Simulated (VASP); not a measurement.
# Cu (Copper) with PBE: from relaxation to properties, part 2 of 4

How well does PBE reproduce what experiment finds for Cu (Copper)? The cell is relaxed first, and properties follow on it. Left out of this account: 1 further run (relaxation: it shows nothing beyond the runs told). The start is a cell from a database of measured crystal structures.

VASP 6.6.1; PBE; plane waves and PAW (Cu).

Still holding for the runs below: This run has no spin polarisation. Its electron count is odd, so without a moment it is a metal by construction. The k-mesh is coarse for a metal.

So far. Step 2 (Full relaxation (PBE)): It ends with forces that vanish by symmetry and a pressure of -0.02 GPa. The volume lies +1.1 % from that of the database's start. Step 3 (Second relaxation): It ends with forces that vanish by symmetry and a pressure of 0.03 GPa. The volume moved by under 0.01 %: the run met its threshold at the first step.

## 4. Density, ELF and potential (PBE)

A single point on the relaxed cell gives a clean self-consistent state, with density, ELF and potential written out.

INCAR reads:

```
SYSTEM = Cu
PREC = Accurate
ENCUT = 400
EDIFF = 1E-06
NELM = 100
ISMEAR = 1
SIGMA = 0.2
LREAL = .FALSE.
ALGO = Normal
GGA = PE
NBANDS = 11
LASPH = .TRUE.
LORBIT = 11
LWAVE = .FALSE.
LCHARG = .TRUE.
ISIF = 2
LELF = .TRUE.
LVHAR = .TRUE.
```

POSCAR reads:

```
Cu
1.0
    0.0000000000      1.8141669229      1.8141669229
    1.8141669229      0.0000000000      1.8141669229
    1.8141669229      1.8141669229      0.0000000000
Cu
1
Direct
    0.0000000000      0.0000000000      0.0000000000
```

KPOINTS reads:

```
Automatic mesh
0
Gamma
9 9 9
0 0 0
```

Potentials, in the order of the species: Cu (PBE family, release 64).

The run is started by

```console
$ mpirun -np 2 vasp_std
```

Output:

```text
[banner, memory and clock lines left out]
running    2 mpi-ranks, on    1 nodes
 distrk:  each k-point on    2 cores,    1 groups
 distr:  one band on    1 cores,    2 groups

 POSCAR found type information on POSCAR Cu
 POSCAR found :  1 types and       1 ions
 LDA part: xc-table for (Slater+PW92), standard interpolation
|                                                                             |
|           W    W    AA    RRRRR   N    N  II  N    N   GGGG   !!!           |
|           W    W   A  A   R    R  NN   N  II  NN   N  G    G  !!!           |
|           W    W  A    A  R    R  N N  N  II  N N  N  G       !!!           |
|           W WW W  AAAAAA  RRRRR   N  N N  II  N  N N  G  GGG   !            |
|           WW  WW  A    A  R   R   N   NN  II  N   NN  G    G                |
|           W    W  A    A  R    R  N    N  II  N    N   GGGG   !!!           |
|                                                                             |
|     The number of bands has been changed from the values supplied in        |
|     The orbitals not found in the WAVECAR file will be initialized with     |
|     random numbers, which is usually adequate. For correlated               |
|     calculations, however, you should redo the groundstate calculation.     |
|     I found NBANDS = 11. Now, NBANDS = 12.                                  |
|                                                                             |

 POSCAR, INCAR and KPOINTS ok, starting setup
 FFT: planning ... GRIDC
 FFT: planning ... GRID_SOFT
 FFT: planning ... GRID
 WAVECAR not read
 entering main loop
       N       E                     dE             d eps       ncg     rms          rms(c)
DAV:   1     0.375453708785E+02    0.37545E+02   -0.45744E+03   932   0.124E+03
DAV:   2    -0.361598847410E+01   -0.41161E+02   -0.37308E+02   864   0.177E+02
DAV:   3    -0.462802885824E+01   -0.10120E+01   -0.10066E+01  1020   0.340E+01
DAV:   4    -0.463415901082E+01   -0.61302E-02   -0.61295E-02   948   0.230E+00
DAV:   5    -0.463421628819E+01   -0.57277E-04   -0.57276E-04  1024   0.229E-01    0.767E+00
DAV:   6    -0.413344101020E+01    0.50078E+00   -0.14803E+01  1016   0.713E+01    0.399E+00
DAV:   7    -0.375352286319E+01    0.37992E+00   -0.23294E+00  1016   0.284E+01    0.536E-01
DAV:   8    -0.374404890663E+01    0.94740E-02   -0.57655E-03  1024   0.132E+00    0.345E-01
DAV:   9    -0.374197608386E+01    0.20728E-02   -0.13040E-02  1016   0.196E+00    0.319E-02
DAV:  10    -0.374197516704E+01    0.91682E-06   -0.57602E-05  1212   0.128E-01    0.641E-03
DAV:  11    -0.374197461409E+01    0.55294E-06   -0.41204E-07   740   0.977E-03
   1 F= -.37419746E+01 E0= -.37422542E+01  d E =0.838810E-03
```

The job ended after 4.4 s (2 MPI ranks of Intel Xeon Platinum 8259CL at 2.50GHz (Skylake/Cascade Lake), shared host; peak memory 0.2 GiB; 6.3 s of CPU time).

OUTCAR, selected parts (step 4):

```text
The static configuration has the point symmetry O_h .

 Found     35 irreducible k-points:

   k-points           NKPTS =     35   k-points in BZ     NKDIM =     35   number of bands    NBANDS=     12

   NELECT =      11.0000    total number of electrons

 E-fermi :   7.5275

 k-point     1 :       0.0000    0.0000    0.0000
  band No.  band energies     occupation
    ...
      2       4.4647      2.00000
      3       4.4647      2.00000
      4       4.4647      2.00000
      5       5.2724      2.00000
      6       5.2724      2.00000
      7      29.9571      0.00000
      8      32.5119      0.00000
      9      32.5120      0.00000
     10      32.5120      0.00000
     11      34.9977      0.00000
    ...

 k-point     2 :       0.1111    0.0000    0.0000
  band No.  band energies     occupation
    ...
      2       4.3777      2.00000
      3       4.5410      2.00000
      4       4.5410      2.00000
      5       5.2475      2.00000
      6       5.2475      2.00000
      7      26.8479      0.00000
      8      30.6187      0.00000
      9      31.4799      0.00000
     10      31.4799      0.00000
     11      36.6179      0.00000
    ...

  Total        0.0019516      0.0019516      0.0019516      0.0000000      0.0000000      0.0000000
  in kB        0.2618418      0.2618418      0.2618418      0.0000000      0.0000000      0.0000000
  external PRESSURE =       0.2618418 kB  Pullay stress =       0.0000000 kB

 POSITION                                       TOTAL-FORCE (eV/Angst)
 -----------------------------------------------------------------------------------
      0.00000      0.00000      0.00000         0.000000      0.000000     -0.000000
 -----------------------------------------------------------------------------------
    total drift:                                0.000000     -0.000000     -0.000000

  FREE ENERGIE OF THE ION-ELECTRON SYSTEM (eV)
  ---------------------------------------------------
  free  energy   TOTEN  =        -3.7419746141 eV

  energy  without entropy=       -3.7428134242  energy(sigma->0) =       -3.74225422

[... 9 parts as in an earlier step ...]

[... 4 further parts left out ...]
```

This step gave:

| Property | Result |
| --- | --- |
| SCF cycles | 11 |
| bands | 12 |
| pressure | 0.02618 GPa |

Valence electrons inside each PAW sphere by angular momentum. Sphere charges, by row:

```
atom  s (e)  p (e)  d (e)  tot (e)
 Cu1  0.446  0.372  9.172    9.991
```

ELF in the ac plane of the conventional cell at fractional y = 0.000, with atoms of Cu within 0.2 Å of it. It is the smooth field of the valence electrons, not physical close to the nuclei.

Values, 14 rows by 14 columns, each cell a mean:
```
0.01 0.02 0.10 0.18 0.19 0.22 0.23 0.23 0.23 0.21 0.19 0.16 0.06 0.01
0.05 0.08 0.16 0.20 0.21 0.24 0.22 0.22 0.23 0.23 0.20 0.19 0.12 0.06
0.16 0.18 0.20 0.21 0.23 0.21 0.19 0.19 0.20 0.22 0.22 0.21 0.19 0.16
0.19 0.19 0.21 0.22 0.21 0.20 0.18 0.18 0.18 0.20 0.22 0.22 0.20 0.19
0.20 0.22 0.23 0.21 0.20 0.16 0.10 0.09 0.12 0.18 0.20 0.22 0.23 0.21
0.23 0.23 0.22 0.19 0.18 0.08 0.02 0.01 0.03 0.12 0.18 0.20 0.23 0.23
0.23 0.23 0.20 0.19 0.16 0.05 0.01 0.02 0.01 0.09 0.18 0.19 0.22 0.23
0.23 0.23 0.21 0.19 0.16 0.06 0.01 0.01 0.02 0.10 0.18 0.19 0.22 0.23
0.22 0.23 0.23 0.20 0.19 0.12 0.06 0.05 0.08 0.16 0.20 0.21 0.24 0.22
0.19 0.20 0.22 0.22 0.21 0.19 0.16 0.16 0.18 0.20 0.21 0.23 0.21 0.19
0.18 0.18 0.20 0.22 0.22 0.20 0.19 0.19 0.19 0.21 0.22 0.21 0.20 0.18
0.09 0.12 0.18 0.20 0.22 0.23 0.21 0.20 0.22 0.23 0.21 0.20 0.16 0.10
0.01 0.03 0.12 0.18 0.20 0.23 0.23 0.23 0.23 0.22 0.19 0.18 0.08 0.02
0.02 0.01 0.09 0.18 0.19 0.22 0.23 0.23 0.23 0.20 0.19 0.16 0.05 0.01
```
Columns run along a (3.6 Å), rows up along c (3.6 Å), edges of the conventional cell, whose origin can differ from the input's. Atoms in or near the plane, at fractional coordinates: Cu at (0.00, 0.00), Cu at (0.50, 0.50).

Valence density in the ac plane of the conventional cell at fractional y = 0.000, with atoms of Cu within 0.2 Å of it. It is the smooth field of the valence electrons, not physical close to the nuclei.

Values in e/Å³, 14 rows by 14 columns, each cell a mean:
```
13  9  3  1  0  0  0  0  0  0  0  1  5 11
 6  4  1  0  0  0  0  0  0  0  0  1  2  5
 1  1  0  0  0  0  0  0  0  0  0  0  1  1
 0  0  0  0  0  0  1  1  1  0  0  0  0  0
 0  0  0  0  0  1  3  4  2  1  0  0  0  0
 0  0  0  0  1  4  9 11  7  2  1  0  0  0
 0  0  0  0  1  6 13 16 11  4  1  0  0  0
 0  0  0  0  1  5 11 13  9  3  1  0  0  0
 0  0  0  0  1  2  5  6  4  1  0  0  0  0
 0  0  0  0  0  1  1  1  1  0  0  0  0  0
 1  1  0  0  0  0  0  0  0  0  0  0  0  1
 4  2  1  0  0  0  0  0  0  0  0  0  1  3
11  7  2  1  0  0  0  0  0  0  0  1  4  9
16 11  4  1  0  0  0  0  0  0  0  1  6 13
```
Columns run along a (3.6 Å), rows up along c (3.6 Å), edges of the conventional cell, whose origin can differ from the input's. Atoms in or near the plane, at fractional coordinates: Cu at (0.00, 0.00), Cu at (0.50, 0.50).

Electrostatic potential energy in the ac plane of the conventional cell at fractional y = 0.000, with atoms of Cu within 0.2 Å of it. With pseudopotentials it is smooth inside the atoms' cores, unlike the true potential.

Ten even steps from '_' (-50 eV) to '@' (3 eV), each cell a mean:
```
__..--**@@@@@@@@@@@@%%++::__
..::++##@@@@@@@@@@@@@@**==::
++++##@@@@@@@@@@@@@@@@%%**++
%%%%@@@@@@##****##%%@@@@@@%%
@@@@@@@@##++------**%%@@@@@@
@@@@@@%%++::..__..--##@@@@@@
@@@@@@%%++..______--**@@@@@@
@@@@@@%%++::____..--**@@@@@@
@@@@@@@@**==::..::++##@@@@@@
@@@@@@@@%%**++++++##@@@@@@@@
**##%%@@@@@@%%%%%%@@@@@@##**
----**%%@@@@@@@@@@@@@@##++--
__..--##@@@@@@@@@@@@%%++::..
____--**@@@@@@@@@@@@%%++..__
```
Columns run along a (3.6 Å; values clipped at the 3rd and 97th percentile), rows up along c (3.6 Å), edges of the conventional cell, whose origin can differ from the input's. Atoms in or near the plane, at fractional coordinates: Cu at (0.00, 0.00), Cu at (0.50, 0.50).

In this run the pressure is 0.03 GPa, small enough to go on.

## 5. Band structure (PBE)

The mesh alone shows little of the dispersion and can miss band extrema, so KPOINTS_OPT adds a path through the symmetry points after the self-consistent cycle.

INCAR reads:

```
SYSTEM = Cu
PREC = Accurate
ENCUT = 400
EDIFF = 1E-06
NELM = 100
ISMEAR = 1
SIGMA = 0.2
LREAL = .FALSE.
ALGO = Normal
GGA = PE
NBANDS = 16
LASPH = .TRUE.
LORBIT = 11
LWAVE = .FALSE.
LCHARG = .FALSE.
KPAR = 2
```

POSCAR is that of step 4.

KPOINTS is that of step 4.

KPOINTS_OPT reads:

```
Line mode
16
Line-mode
Reciprocal
  0.00000000   0.00000000   0.00000000 GAMMA
  0.50000000   0.00000000   0.50000000 X

  0.50000000   0.00000000   0.50000000 X
  0.50000000   0.25000000   0.75000000 W

  0.50000000   0.25000000   0.75000000 W
  0.37500000   0.37500000   0.75000000 K

  0.37500000   0.37500000   0.75000000 K
  0.00000000   0.00000000   0.00000000 GAMMA

  0.00000000   0.00000000   0.00000000 GAMMA
  0.50000000   0.50000000   0.50000000 L

  0.50000000   0.50000000   0.50000000 L
  0.62500000   0.25000000   0.62500000 U

  0.62500000   0.25000000   0.62500000 U
  0.50000000   0.25000000   0.75000000 W

  0.50000000   0.25000000   0.75000000 W
  0.50000000   0.50000000   0.50000000 L

  0.50000000   0.50000000   0.50000000 L
  0.37500000   0.37500000   0.75000000 K

  0.62500000   0.25000000   0.62500000 U
  0.50000000   0.00000000   0.50000000 X
```

The run is started by

```console
$ mpirun -np 2 vasp_std
```

Output:

```text
[... set-up lines as in an earlier step ...]
 entering main loop
       N       E                     dE             d eps       ncg     rms          rms(c)
DAV:   1     0.353634418008E+02    0.35363E+02   -0.41330E+03  1360   0.952E+02
DAV:   2    -0.345315166427E+01   -0.38817E+02   -0.35442E+02  1216   0.163E+02
DAV:   3    -0.462862913463E+01   -0.11755E+01   -0.11721E+01  1432   0.276E+01
DAV:   4    -0.463417946178E+01   -0.55503E-02   -0.55500E-02  1240   0.167E+00
DAV:   5    -0.463421676558E+01   -0.37304E-04   -0.37304E-04  1448   0.149E-01    0.767E+00
DAV:   6    -0.413451210900E+01    0.49970E+00   -0.13334E+01  1424   0.535E+01    0.400E+00
DAV:   7    -0.375362087171E+01    0.38089E+00   -0.20821E+00  1416   0.213E+01    0.540E-01
DAV:   8    -0.374398556657E+01    0.96353E-02   -0.40647E-03  1432   0.969E-01    0.340E-01
DAV:   9    -0.374197595709E+01    0.20096E-02   -0.11636E-02  1472   0.145E+00    0.312E-02
DAV:  10    -0.374197508856E+01    0.86853E-06   -0.44285E-05  1592   0.908E-02    0.693E-03
DAV:  11    -0.374197457850E+01    0.51006E-06   -0.51804E-07  1216   0.108E-02
   1 F= -.37419746E+01 E0= -.37422542E+01  d E =0.838798E-03
 Start KPOINTS_OPT (optional k-point list driver)
k-point batch [1-35\160]
       N       E                     dE             ncg
DAV:   1     0.306804147639E+04   -0.11043E+05     1336
DAV:   2     0.171174622430E+04   -0.13563E+04     1208
DAV:   3     0.166777532900E+04   -0.43971E+02     1552
DAV:   4     0.166753310064E+04   -0.24223E+00     1368
DAV:   5     0.166753097399E+04   -0.21267E-02     1496
DAV:   6     0.166753094597E+04   -0.28022E-04     1360
DAV:   7     0.166753094557E+04   -0.40141E-06     1144
[...]
k-point batch [141-160\160]
       N       E                     dE             ncg
DAV:   1     0.868889385996E+04   -0.86656E+04      760
DAV:   2     0.786616194399E+04   -0.82273E+03      720
DAV:   3     0.783796275655E+04   -0.28199E+02      856
DAV:   4     0.783781006270E+04   -0.15269E+00      856
DAV:   5     0.783780868315E+04   -0.13795E-02      896
DAV:   6     0.783780866449E+04   -0.18663E-04      848
DAV:   7     0.783780866424E+04   -0.24249E-06      704
```

It took 10 s on 2 MPI ranks; peak memory 0.22 GiB; 16 s of CPU time.

OUTCAR, selected parts (step 5):

```text
   k-points           NKPTS =     35   k-points in BZ     NKDIM =     35   number of bands    NBANDS=     16

   NELECT =      11.0000    total number of electrons

 E-fermi :   7.5275

 k-point     1 :       0.0000    0.0000    0.0000
  band No.  band energies     occupation
    ...
      2       4.4648      2.00000
      3       4.4648      2.00000
      4       4.4648      2.00000
      5       5.2724      2.00000
      6       5.2724      2.00000
      7      29.9570      0.00000
      8      32.5119      0.00000
      9      32.5120      0.00000
     10      32.5120      0.00000
     11      34.9977      0.00000
    ...

  Total        0.0025751      0.0025751      0.0025751      0.0000000     -0.0000000     -0.0000000
  in kB        0.3454984      0.3454984      0.3454984      0.0000000     -0.0000000     -0.0000000
  external PRESSURE =       0.3454984 kB  Pullay stress =       0.0000000 kB

 POSITION                                       TOTAL-FORCE (eV/Angst)
 -----------------------------------------------------------------------------------
      0.00000      0.00000      0.00000         0.000000      0.000000      0.000000
 -----------------------------------------------------------------------------------
    total drift:                                0.000000      0.000000      0.000000

  FREE ENERGIE OF THE ION-ELECTRON SYSTEM (eV)
  ---------------------------------------------------
  free  energy   TOTEN  =        -3.7419745785 eV

  energy  without entropy=       -3.7428133763  energy(sigma->0) =       -3.74225418

[... 13 parts as in an earlier step ...]

[... 3 further parts left out ...]
```

This step gave:

- bands: 16
- pressure: 0.03455 GPa

The electronic bands at the labelled points (eV, zero at the Fermi level; # counts the bands kept):

```
          point     #2     #3     #4     #5     #6     #7
              Γ  -3.06  -3.06  -3.06  -2.25  -2.25  22.43
0.47 of the way  -3.70  -2.70  -2.49  -2.49  -2.02  17.39
              X  -4.43  -1.71  -1.56  -1.56   1.43   6.96
0.47 of the way  -4.25  -2.38  -1.93  -1.55   2.83   7.21
              W  -3.56  -3.56  -2.30  -1.55   6.08   6.08
0.47 of the way  -3.94  -3.11  -2.21  -1.63   4.78   6.00
              K  -4.08  -2.81  -2.12  -1.75   4.23   5.61
0.47 of the way  -3.55  -3.08  -2.59  -2.49  -1.40  12.17
              Γ  -3.06  -3.06  -3.06  -2.25  -2.25  22.43
0.53 of the way  -3.30  -2.92  -2.92  -2.13  -2.13  11.48
              L  -3.10  -3.10  -1.70  -1.70  -1.05   3.63
0.47 of the way  -3.47  -2.92  -2.78  -1.74   1.26   3.92
              U  -4.08  -2.81  -2.12  -1.75   4.23   5.61
0.47 of the way  -3.97  -3.05  -2.20  -1.64   4.65   5.92
              W  -3.56  -3.56  -2.30  -1.55   6.08   6.08
0.47 of the way  -3.70  -3.18  -2.57  -1.75   2.30   4.21
              L  -3.10  -3.10  -1.70  -1.70  -1.05   3.63
0.53 of the way  -3.57  -3.02  -2.69  -1.75   1.71   4.03
              K  -4.08  -2.81  -2.12  -1.75   4.23   5.61
      jump to U  -4.08  -2.81  -2.12  -1.75   4.23   5.61
0.47 of the way  -4.32  -2.10  -1.85  -1.61   2.42   7.12
              X  -4.43  -1.71  -1.56  -1.56   1.43   6.96
```

The electronic bands as a text plot (rows in eV, shown from -8.0 to 3.6 only):

```
    3.4 |                                           *   *   * *
    2.9 |                 *
    2.4 |          *                         *                 *
    1.9 |         *                                  *     *
    1.4 |        *                          *                   *
    1.0 |                                             *
    0.5 |       *          *                              *
    0.0 |                                  *           *
   -0.5 |                   *                            *
   -1.0 |                                 *             *
   -1.5 |      *********     *           **     ****    *     ***
   -1.9 |  **********   ****  **      ***********   **** ********
   -2.4 |******    * *** *************  *  * **  ****  * ** * *
   -2.9 |*** *      *  ***   ********************    *********
   -3.4 | ***        **   *******   ***    **    ******* ***
   -3.9 |    **     *******                  ***** **       **
   -4.4 |      *********** *                *******  *     ******
   -4.9 |      *****        *             **          *****    **
   -5.3 |                               **
   -5.8 |     *              *         *
   -6.3 |    *
   -6.8 |                             *
   -7.3 |   *                 *
   -7.8 |                      *     *
         Γ       X    W  K        Γ      L     U  W     L   K|U X
```

There is no gap at this level.

Of the bands kept, 1 crosses the Fermi level on this path.

(Part 2 of 4 ends here.)

[Lines on the potential files, build, host, timing and source positions are cut from VASP's logs without a mark.]

[Logs are printed without paths, hosts, clocks, repeated set-up lines and the standing remarks that a program may print on its own settings, such as how far it seeks lower states.]

[Hosts, paths, dates, database ids (printed as entryN), source tags and the programs' standing remarks are cut or masked in the printed files.]

[A measured line is paired with the nearest computed mode of its activity, which favours agreement.]
